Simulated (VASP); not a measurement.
These are AM05 GGA, VASP's PBE PAW potentials (set 64) (plane waves; VASP) values and carry that method's errors.

Input for VASP

**KPOINTS**
```
Automatic mesh
0
Gamma
7 7 7
0 0 0
```

**POSCAR**
```
NaI
1.0
  0.0000000000   3.2350000000   3.2350000000
  3.2350000000   0.0000000000   3.2350000000
  3.2350000000   3.2350000000   0.0000000000
Na I
1 1
Cartesian
  0.0000000000   0.0000000000   0.0000000000
  3.2350000000   3.2350000000   3.2350000000
```

**INCAR**
```
ALGO = Normal
EDIFF = 1E-6
EDIFFG = -0.01
ENCUT = 520
GGA = AM
IBRION = 2
ISIF = 3
ISMEAR = 0
LASPH = .True.
LCHARG = .False.
LMAXMIX = 4
LREAL = .False.
LWAVE = .False.
NELM = 100
NSW = 60
PREC = Accurate
SIGMA = 0.05
SYSTEM = NaI
```

POTCAR, in this order: Na_pv I (PBE.64 set). Program: vasp_std.

Output

OSZICAR:
```
       N       E                     dE             d eps       ncg     rms          rms(c)
DAV:   1     0.810710300434E+02    0.81071E+02   -0.67044E+03   440   0.112E+03
DAV:   2     0.157674574166E+01   -0.79494E+02   -0.76019E+02   470   0.239E+02
DAV:   3    -0.518769061150E+01   -0.67644E+01   -0.67261E+01   539   0.716E+01
DAV:   4    -0.538486515258E+01   -0.19717E+00   -0.19707E+00   540   0.128E+01
DAV:   5    -0.538950506283E+01   -0.46399E-02   -0.46398E-02   541   0.191E+00    0.141E+00
DAV:   6    -0.532143517838E+01    0.68070E-01   -0.10370E-01   500   0.275E+00    0.921E-01
DAV:   7    -0.531422402684E+01    0.72112E-02   -0.79584E-02   503   0.207E+00    0.556E-01
DAV:   8    -0.531774498733E+01   -0.35210E-02   -0.73133E-03   455   0.924E-01    0.102E-01
DAV:   9    -0.531769788477E+01    0.47103E-04   -0.13551E-04   518   0.151E-01    0.231E-02
DAV:  10    -0.531773116463E+01   -0.33280E-04   -0.52723E-05   476   0.892E-02    0.582E-03
DAV:  11    -0.531773604161E+01   -0.48770E-05   -0.70607E-06   488   0.315E-02    0.325E-03
DAV:  12    -0.531773700885E+01   -0.96725E-06   -0.21165E-06   473   0.108E-02
   1 F= -.53177370E+01 E0= -.53177370E+01  d E =-.531774E+01
       N       E                     dE             d eps       ncg     rms          rms(c)
DAV:   1    -0.532317238503E+01   -0.54363E-02   -0.11115E-01   494   0.503E+00    0.414E-01
DAV:   2    -0.531949656932E+01    0.36758E-02   -0.47800E-03   494   0.857E-01    0.200E-01
DAV:   3    -0.531845759175E+01    0.10390E-02   -0.26526E-03   494   0.550E-01    0.908E-02
DAV:   4    -0.531844706522E+01    0.10527E-04   -0.35758E-05   464   0.650E-02    0.925E-02
DAV:   5    -0.531842793711E+01    0.19128E-04   -0.38042E-06   464   0.224E-02    0.254E-02
DAV:   6    -0.531841537383E+01    0.12563E-04   -0.20250E-05   503   0.603E-02    0.502E-02
DAV:   7    -0.531841642002E+01   -0.10462E-05   -0.38011E-07   247   0.523E-03    0.700E-02
DAV:   8    -0.531841437205E+01    0.20480E-05   -0.39945E-07   238   0.504E-03    0.255E-02
DAV:   9    -0.531841381583E+01    0.55622E-06   -0.23786E-07   235   0.397E-03
   2 F= -.53184138E+01 E0= -.53184138E+01  d E =-.676807E-03
       N       E                     dE             d eps       ncg     rms          rms(c)
DAV:   1    -0.532432642663E+01   -0.59121E-02   -0.13148E-01   494   0.546E+00    0.451E-01
DAV:   2    -0.531996681568E+01    0.43596E-02   -0.56822E-03   491   0.930E-01    0.217E-01
DAV:   3    -0.531874005347E+01    0.12268E-02   -0.31432E-03   494   0.596E-01    0.986E-02
DAV:   4    -0.531872726143E+01    0.12792E-04   -0.42288E-05   449   0.705E-02    0.100E-01
DAV:   5    -0.531870329612E+01    0.23965E-04   -0.45010E-06   467   0.244E-02    0.269E-02
DAV:   6    -0.531868933165E+01    0.13964E-04   -0.22735E-05   494   0.633E-02    0.523E-02
DAV:   7    -0.531869061010E+01   -0.12784E-05   -0.45331E-07   269   0.565E-03    0.759E-02
DAV:   8    -0.531868817088E+01    0.24392E-05   -0.54211E-07   232   0.582E-03    0.238E-02
DAV:   9    -0.531868767678E+01    0.49410E-06   -0.24870E-07   220   0.415E-03
   3 F= -.53186877E+01 E0= -.53186877E+01  d E =-.950668E-03
```

### OUTCAR
```
------------------------ aborting loop because EDIFF is reached ----------------------------------------
  FORCE on cell =-STRESS in cart. coord.  units (eV):
  Direction    XX          YY          ZZ          XY          YZ          ZX
  --------------------------------------------------------------------------------------
  Total        0.0031181      0.0031181      0.0031181      0.0000000      0.0000000      0.0000000
  in kB        0.0725591      0.0725591      0.0725591      0.0000000      0.0000000      0.0000000
  external PRESSURE =       0.0725591 kB  Pullay stress =       0.0000000 kB
  volume of cell :       68.85
      direct lattice vectors                 reciprocal lattice vectors
     0.000000000  3.253058918  3.253058918    -0.153701489  0.153701489  0.153701489
     3.253058918  0.000000000  3.253058918     0.153701489 -0.153701489  0.153701489
     3.253058918  3.253058918  0.000000000     0.153701489  0.153701489 -0.153701489
  FREE ENERGIE OF THE ION-ELECTRON SYSTEM (eV)
  ---------------------------------------------------
  free  energy   TOTEN  =        -5.3186876768 eV

  energy  without entropy=       -5.3186876768  energy(sigma->0) =       -5.31868768

 reached required accuracy - stopping structural energy minimisation
```
(Selected blocks of OUTCAR.)

### CONTCAR
```
NaI
   1.00000000000000
     0.0000000000000000    3.2530589183940917    3.2530589183940917
     3.2530589183940917    0.0000000000000000    3.2530589183940917
     3.2530589183940917    3.2530589183940917    0.0000000000000000
  Na              I
     1     1
Direct
     0.0000000000000000    0.0000000000000000    0.0000000000000000
     0.5000000000000000    0.5000000000000000    0.5000000000000000
```

The compound is NaI in the rock salt structure. This run relaxes it. Symmetry was kept, so distortions that lower it aren't found.
